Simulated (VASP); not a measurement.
Au:

```
Au
1.0
     0.00000    2.04000    2.04000
     2.04000    0.00000    2.04000
     2.04000    2.04000    0.00000
Au
1
Direct
  0.00000 0.00000 0.00000
```

The cell was built by a generator and needn't be a form met in nature.

| Quantity | Value |
| --- | --- |
| Program | VASP 6.6.1 |
| Task | relaxation of cell and atoms |
| Functional | PBE |
| Potentials or basis | VASP PAW PBE potentials, release 64 (Au) |
| Cutoff | 700 eV |
| k mesh | 18 × 18 × 18 |
| Occupations | methfessel-paxton, width 0.1 eV |
| Spin | no spin polarisation |

At the start: pressure 9.3 GPa; volume 16.98 Å³/atom.

Task: How do energy, volume and symmetry change on relaxing?

Result: Over 4 steps the energy falls by 26.4 meV/atom and the volume is 17.95 Å³/atom (+5.7 %); space group Fm-3m (No. 225, to 0.05 Å).

The path:
```tsv
step	energy change (eV)	largest force (eV/Å)	pressure (GPa)	volume (Å³)
1	0.0000	0.0000	9.27	16.98
2	0.0226	0.0000	-9.10	19.51
3	-0.0264	0.0000	-0.14	17.97
4	-0.0264	0.0000	0.01	17.95
```

Final structure:
```
Au
1.0
     0.00000    2.07824    2.07824
     2.07824    0.00000    2.07824
     2.07824    2.07824    0.00000
Au
1
Cartesian
  0.0000 0.0000 0.0000
```
